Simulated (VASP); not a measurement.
## Band-edge properties of SnGe2 (Fm-3m)

Wanted: where the band edges of SnGe2 lie, how heavy the carriers are and how strain moves the gap. The cell is generated by rule, not measured, and may not be a known phase.

Main program and level: VASP 6.6.1; PBEsol; plane waves and PAW (Sn_d, Ge_d), in the first sound run; inputs show where later runs differ.

This is a report of a sequence of runs, with most program output left out.

The structure was built from a prototype and need not be the compound's stable phase.

**1. Set-up**

The structure is cubic, space group Fm-3m (No. 225). Conventional cell: a = 6.232 Å, b = 6.232 Å, c = 6.232 Å, α = 90.00°, β = 90.00°, γ = 90.00°. Sn has 8 Ge at 2.70 Å nearest. Nearest to Ge lie 4 Sn at 2.70 Å. Farther neighbours are not listed.

**2. Relaxation of the atoms**

The cell is kept as given; the atoms are relaxed first, so that no residual force shifts the band edges.

The input, INCAR:

```
SYSTEM = SnGe2
PREC = Accurate
ENCUT = 410
EDIFF = 1E-06
NELM = 100
ISMEAR = 0
SIGMA = 0.02
LREAL = .FALSE.
ALGO = Normal
GGA = PS
NBANDS = 27
LORBIT = 11
LWAVE = .FALSE.
LCHARG = .FALSE.
KPAR = 4
IBRION = 2
NSW = 40
ISIF = 2
EDIFFG = -0.005
```

The input, POSCAR:

```
SnGe2
1.0
    0.0000000000      3.1160700000      3.1160700000
    3.1160700000      0.0000000000      3.1160700000
    3.1160700000      3.1160700000      0.0000000000
Sn Ge
1 2
Direct
    0.0000000000      0.0000000000      0.0000000000
    0.2500000000      0.2500000000      0.2500000000
    0.7500000000      0.7500000000      0.7500000000
```

The input, KPOINTS:

```
Automatic mesh
0
Gamma
8 8 8
0 0 0
```

Potentials, in the order of the species: Sn_d and Ge_d (PBE family, release 64).

Launch:

```
mpirun -np 4 vasp_std
```

Elapsed: 6 s, on 4 MPI ranks of Intel Xeon 6975P-C (Granite Rapids), shared host; peak memory 0.66 GiB.

The PAW data sets were made with PBE, which is usual practice but a small mismatch for other functionals. The run keeps the 48 symmetry operations of its start, so it cannot find a distortion of lower symmetry.

The forces vanish from the start, and no atom moves.

Numbers from this step:

```
SCF cycles              : 11
electrons               : 42
bands                   : 27
irreducible k-points    : 29
symmetry operations     : 48
free energy (TOTEN)     : -12.45 eV
energy at zero smearing : -12.44 eV
Fermi energy            : 8.154 eV
pressure                : 16.75 GPa
metallic                : yes
```

**3. Bands on a dense mesh**

A dense even mesh and a path are solved together, since either alone can miss a band edge.

INCAR, as its differences from that of step 2:

```diff
@@ -10,3 +10,3 @@
 GGA = PS
-NBANDS = 27
+NBANDS = 34
 LORBIT = 11
@@ -15,5 +15,2 @@
 KPAR = 4
-IBRION = 2
-NSW = 40
 ISIF = 2
-EDIFFG = -0.005
```

POSCAR is that of step 2.

The input, KPOINTS:

```
Automatic mesh
0
Gamma
12 12 12
0 0 0
```

The input, KPOINTS_OPT:

```
Line mode
24
Line-mode
Reciprocal
  0.00000000   0.00000000   0.00000000 GAMMA
  0.50000000   0.00000000   0.50000000 X

  0.50000000   0.00000000   0.50000000 X
  0.50000000   0.25000000   0.75000000 W

  0.50000000   0.25000000   0.75000000 W
  0.37500000   0.37500000   0.75000000 K

  0.37500000   0.37500000   0.75000000 K
  0.00000000   0.00000000   0.00000000 GAMMA

  0.00000000   0.00000000   0.00000000 GAMMA
  0.50000000   0.50000000   0.50000000 L

  0.50000000   0.50000000   0.50000000 L
  0.62500000   0.25000000   0.62500000 U

  0.62500000   0.25000000   0.62500000 U
  0.50000000   0.25000000   0.75000000 W

  0.50000000   0.25000000   0.75000000 W
  0.50000000   0.50000000   0.50000000 L

  0.50000000   0.50000000   0.50000000 L
  0.37500000   0.37500000   0.75000000 K

  0.62500000   0.25000000   0.62500000 U
  0.50000000   0.00000000   0.50000000 X
```

Launch:

```
mpirun -np 4 vasp_std
```

Run time: 36 s. Hardware: 4 MPI ranks; peak memory 1.1 GiB; 2.4 min of CPU time.

This step gave:

* bands: 34
* irreducible k-points: 72
* free energy (TOTEN): -12.43 eV
* energy at zero smearing: -12.43 eV
* Fermi energy: 8.142 eV
* pressure: 17.16 GPa

The electronic bands at the labelled points (eV, zero at the Fermi level; # counts the bands kept):

```csv
point,#2,#3,#4,#5,#6,#7,#8,#9
Γ,-1.65,-1.65,-1.65,-0.92,-0.92,-0.92,-0.41,3.23
0.48 of the way,-5.26,-4.04,-4.04,0.11,1.28,1.90,1.90,3.41
X,-7.30,-5.16,-5.16,-1.18,4.19,4.19,5.51,6.12
0.48 of the way,-8.21,-5.49,-3.81,-0.30,1.93,4.33,5.09,5.28
W,-9.26,-5.81,-1.17,-1.17,1.49,2.66,4.70,4.81
0.52 of the way,-8.55,-5.44,-2.78,0.39,1.01,3.65,3.69,4.91
K,-8.30,-4.67,-3.96,0.81,1.68,2.35,4.89,4.92
0.48 of the way,-6.05,-2.58,-2.04,-1.55,-0.52,2.10,2.61,2.84
Γ,-1.65,-1.65,-1.65,-0.92,-0.92,-0.92,-0.41,3.23
0.48 of the way,-3.85,-2.61,-2.61,-0.63,-0.36,-0.36,2.81,3.31
L,-4.31,-3.08,-3.08,-0.79,-0.79,-0.66,5.26,5.82
0.48 of the way,-6.43,-3.84,-2.95,-0.59,0.45,2.09,3.15,5.27
U,-8.30,-4.67,-3.96,0.81,1.68,2.35,4.89,4.92
0.48 of the way,-8.55,-5.44,-2.78,0.39,1.01,3.65,3.69,4.91
W,-9.26,-5.81,-1.17,-1.17,1.49,2.66,4.70,4.81
0.48 of the way,-7.03,-4.65,-1.73,-1.55,1.72,2.71,2.79,3.96
L,-4.31,-3.08,-3.08,-0.79,-0.79,-0.66,5.26,5.82
0.52 of the way,-6.66,-3.93,-3.05,-0.39,0.62,2.38,2.93,5.18
K,-8.30,-4.67,-3.96,0.81,1.68,2.35,4.89,4.92
jump to U,-8.30,-4.67,-3.96,0.81,1.68,2.35,4.89,4.92
0.48 of the way,-7.92,-5.02,-4.63,-0.60,3.10,3.49,5.35,6.18
X,-7.30,-5.16,-5.16,-1.18,4.19,4.19,5.51,6.12
```

Of the projections kept (Sn, Ge), the largest for each band there; the rest of the weight can lie on other orbitals:

```csv
point,#2,#3,#4,#5,#6,#7,#8,#9
Γ,Ge 0.84,Ge 0.84,Ge 0.84,Sn 0.69,Sn 0.69,Sn 0.69,Sn 0.70,Ge 0.96
X,Ge 0.93,Ge 0.57,Ge 0.57,Sn 0.53,Ge 0.87,Ge 0.87,Ge 1.00,Sn 0.60
W,Sn 0.78,Ge 0.61,Ge 0.74,Ge 0.74,Ge 0.56,Sn 0.71,Ge 0.85,Ge 1.00
K,Ge 0.61,Ge 0.57,Ge 0.74,Ge 0.53,Ge 0.70,Ge 0.88,Sn 0.55,Ge 0.95
Γ,Ge 0.84,Ge 0.84,Ge 0.84,Sn 0.69,Sn 0.69,Sn 0.69,Sn 0.70,Ge 0.96
L,Ge 0.56,Sn 0.50,Sn 0.50,Ge 0.84,Ge 0.84,Ge 0.92,Ge 0.74,Ge 0.55
```

At 17.2 GPa the cell is away from the equilibrium volume of this level: left free, it would expand.

**4. Bands with spin-orbit coupling**

This step: PBEsol, spin-orbit coupling; plane waves and PAW (Sn_d, Ge_d); invented cell (VASP 6.6.1).

Spin-orbit coupling can split and shift the band edges, more so for heavy elements, so the bands are solved again with spinors.

INCAR, as its differences from that of step 3:

```diff
@@ -10,3 +10,8 @@
 GGA = PS
-NBANDS = 34
+LNONCOLLINEAR = .TRUE.
+MAGMOM = 0 0 0 0 0 0 0 0 0
+NBANDS = 54
+GGA_COMPAT = .FALSE.
+LASPH = .TRUE.
+LSORBIT = .TRUE.
 LORBIT = 11
```

POSCAR is that of step 3.

The input, KPOINTS:

```
Automatic mesh
0
Gamma
8 8 8
0 0 0
```

KPOINTS_OPT, as its differences from that of step 3:

```diff
@@ -1,3 +1,3 @@
 Line mode
-24
+16
 Line-mode
```

Launch:

```
mpirun -np 4 vasp_ncl
```

Elapsed: 1.7 min, on 4 MPI ranks; peak memory 1.5 GiB; 6.8 min of CPU time.

LASPH is on here and off in the session's scalar semilocal runs, so a comparison with those holds both changes.

This step gave:

* SCF cycles: 12
* bands: 54
* irreducible k-points: 29
* free energy (TOTEN): -12.51 eV
* energy at zero smearing: -12.51 eV
* Fermi energy: 8.150 eV
* pressure: 16.82 GPa

The spin moment in the PAW sphere vanishes on all atoms.

On-site spin-orbit energy by atom:

```csv
atom,on-site spin-orbit energy (eV)
Sn1,-0.102
Ge2,-0.018
Ge3,-0.018
```

Electronic bands along the path, in eV, zero at the Fermi level; # counts the bands kept:

```csv
point,#9,#10,#11,#12,#13,#14,#15,#16
Γ,-1.32,-1.32,-0.75,-0.75,-0.75,-0.75,-0.43,-0.43
0.47 of the way,0.15,0.15,1.14,1.14,1.68,1.68,1.92,1.92
X,-1.19,-1.19,4.04,4.04,4.29,4.29,5.48,5.48
0.47 of the way,-0.35,-0.35,1.97,1.97,4.30,4.30,5.12,5.12
W,-1.16,-1.16,1.47,1.47,2.64,2.64,4.67,4.67
0.53 of the way,0.39,0.39,0.99,0.99,3.57,3.57,3.72,3.72
K,0.79,0.79,1.65,1.65,2.33,2.33,4.82,4.82
0.53 of the way,-1.78,-1.78,-0.77,-0.77,1.99,1.99,2.28,2.28
Γ,-1.32,-1.32,-0.75,-0.75,-0.75,-0.75,-0.43,-0.43
0.47 of the way,-0.67,-0.67,-0.46,-0.46,-0.28,-0.28,2.78,2.78
L,-0.85,-0.85,-0.76,-0.76,-0.69,-0.69,5.24,5.24
0.47 of the way,-0.67,-0.67,0.38,0.38,1.98,1.98,3.18,3.18
U,0.79,0.79,1.65,1.65,2.33,2.33,4.82,4.82
0.53 of the way,0.19,0.19,1.04,1.04,3.50,3.50,3.80,3.80
W,-1.16,-1.16,1.47,1.47,2.64,2.64,4.67,4.67
0.53 of the way,-1.61,-1.61,1.28,1.28,2.30,2.30,3.02,3.02
L,-0.85,-0.85,-0.76,-0.76,-0.69,-0.69,5.24,5.24
0.53 of the way,-0.36,-0.36,0.65,0.65,2.42,2.42,2.86,2.86
K,0.79,0.79,1.65,1.65,2.33,2.33,4.82,4.82
jump to U,0.79,0.79,1.65,1.65,2.33,2.33,4.82,4.82
0.47 of the way,-0.59,-0.59,3.01,3.01,3.46,3.46,5.31,5.31
X,-1.19,-1.19,4.04,4.04,4.29,4.29,5.48,5.48
```

Of the projections kept (Sn, Ge), the largest for each band there; the rest of the weight can lie on other orbitals:

```csv
point,#9,#10,#11,#12,#13,#14,#15,#16
Γ,Sn 0.70,Sn 0.70,Sn 0.69,Sn 0.69,Sn 0.69,Sn 0.69,Sn 0.70,Sn 0.70
X,Sn 0.53,Sn 0.53,Ge 0.87,Ge 0.87,Ge 0.87,Ge 0.87,Ge 1.00,Ge 1.00
W,Ge 0.74,Ge 0.74,Ge 0.56,Ge 0.56,Sn 0.71,Sn 0.71,Ge 0.85,Ge 0.85
K,Ge 0.53,Ge 0.53,Ge 0.71,Ge 0.71,Ge 0.87,Ge 0.87,Ge 0.66,Ge 0.66
Γ,Sn 0.70,Sn 0.70,Sn 0.69,Sn 0.69,Sn 0.69,Sn 0.69,Sn 0.70,Sn 0.70
L,Ge 0.84,Ge 0.84,Ge 0.84,Ge 0.84,Ge 0.92,Ge 0.92,Ge 0.74,Ge 0.74
```

**5. Orbitals for bands with HSE06, ENCUT 410**

This step: PBE; plane waves and PAW (Sn_d, Ge_d); invented cell (VASP 6.6.1).

The hybrid starts from PBE orbitals, which saves many expensive cycles.

The input, INCAR:

```
SYSTEM = SnGe2
PREC = Accurate
ENCUT = 410
EDIFF = 1E-05
NELM = 100
ISMEAR = 0
SIGMA = 0.02
LREAL = .FALSE.
ALGO = Normal
GGA = PE
NBANDS = 27
LORBIT = 11
LWAVE = .TRUE.
LCHARG = .FALSE.
KPAR = 4
```

POSCAR is that of step 4.

The input, KPOINTS:

```
Automatic mesh
0
Gamma
4 4 4
0 0 0
```

Launch:

```
mpirun -np 4 vasp_std
```

The job ended after 2.8 s (4 MPI ranks; peak memory 0.61 GiB).

The k-mesh is coarse for a metal.

This step gave:

```
SCF cycles              : 11
bands                   : 27
irreducible k-points    : 8
free energy (TOTEN)     : -10.79 eV
energy at zero smearing : -10.79 eV
Fermi energy            : 8.342 eV
pressure                : 21.66 GPa
```

The run ends at a pressure of 21.66 GPa.

**6. Bands with HSE06, ENCUT 410**

This step: HSE06; plane waves and PAW (Sn_d, Ge_d); invented cell (VASP 6.6.1).

A quarter of screened exact exchange corrects much of the semilocal gap error; its cost forces a coarser mesh.

The input, INCAR:

```
SYSTEM = SnGe2
PREC = Accurate
ENCUT = 410
EDIFF = 1E-06
NELM = 100
ISMEAR = 0
SIGMA = 0.02
LREAL = .FALSE.
ALGO = Normal
LHFCALC = .TRUE.
AEXX = 0.25
GGA = PE
HFSCREEN = 0.2
LASPH = .TRUE.
NBANDS = 27
PRECFOCK = Fast
LORBIT = 11
LWAVE = .FALSE.
LCHARG = .FALSE.
KPAR = 4
ISIF = 2
```

POSCAR is that of step 5.

KPOINTS is that of step 5.

KPOINTS_OPT, as its differences from that of step 4:

```diff
@@ -1,3 +1,3 @@
 Line mode
-16
+8
 Line-mode
```

The WAVECAR or CHGCAR of an earlier step is read.

Launch:

```
mpirun -np 4 vasp_std
```

Wall time 2.3 min (4 MPI ranks).

The run ended with an error.

VASP's message: “internal error in CHECK_GEN_LAYOUT: G-vectors changed at ik:16 old: 1144 new: 1143”. No number of this run is used.

**7. Orbitals for bands with HSE06, ENCUT 417**

Against the failed run before it, this one has the cutoff, the threshold and the exact exchange changed.

This step: PBE; plane waves and PAW (Sn_d, Ge_d); invented cell (VASP 6.6.1).

The input, INCAR:

```
SYSTEM = SnGe2
PREC = Accurate
ENCUT = 417
EDIFF = 1E-05
NELM = 100
ISMEAR = 0
SIGMA = 0.02
LREAL = .FALSE.
ALGO = Normal
GGA = PE
NBANDS = 27
LORBIT = 11
LWAVE = .TRUE.
LCHARG = .FALSE.
KPAR = 4
```

POSCAR is that of step 6.

KPOINTS is that of step 6.

Launch:

```
mpirun -np 4 vasp_std
```

Run time: 3 s. Hardware: 4 MPI ranks; peak memory 0.63 GiB.

This step gave:

```
pressure : 21.67 GPa
```

The run ends at a pressure of 21.67 GPa.

**8. Bands with HSE06, ENCUT 417**

This step: HSE06; plane waves and PAW (Sn_d, Ge_d); invented cell (VASP 6.6.1).

The input, INCAR:

```
SYSTEM = SnGe2
PREC = Accurate
ENCUT = 417
EDIFF = 1E-06
NELM = 100
ISMEAR = 0
SIGMA = 0.02
LREAL = .FALSE.
ALGO = Normal
LHFCALC = .TRUE.
AEXX = 0.25
GGA = PE
HFSCREEN = 0.2
LASPH = .TRUE.
NBANDS = 27
PRECFOCK = Fast
LORBIT = 11
LWAVE = .FALSE.
LCHARG = .FALSE.
KPAR = 4
ISIF = 2
```

POSCAR is that of step 7.

KPOINTS is that of step 7.

KPOINTS_OPT is that of step 6.

The WAVECAR or CHGCAR of an earlier step is read.

Launch:

```
mpirun -np 4 vasp_std
```

Run time: 2.3 min. Hardware: 4 MPI ranks.

The run ended with an error.

VASP's message: “internal error in CHECK_GEN_LAYOUT: G-vectors changed at ik:14 old: 1168 new: 1167”. No number of this run is used.

**9. Results**

```
gap, PBEsol                  : none
gap with spin-orbit coupling : none
```

**Reading.** At this level the bands overlap or touch. Masses were not obtained, since there is no gap at this level. The strain response was not obtained, since there is no gap at this level.

[Lines on the potential files, build, host, timing and source positions are cut from VASP's logs without a mark.]

[Logs are printed without paths, hosts, clocks, repeated set-up lines and the standing remarks that a program may print on its own settings, such as how far it seeks lower states.]

[Hosts, paths, dates, database ids (printed as entryN), source tags and the programs' standing remarks are cut or masked in the printed files.]

[In band tables of VASP the shares of atoms and orbitals are scaled to a sum of 1 inside the atoms' spheres.]

[Gaps and slopes under strain along one axis are those of the sampled path and mesh points; where strain splits equal valleys, another of them can be the edge.]
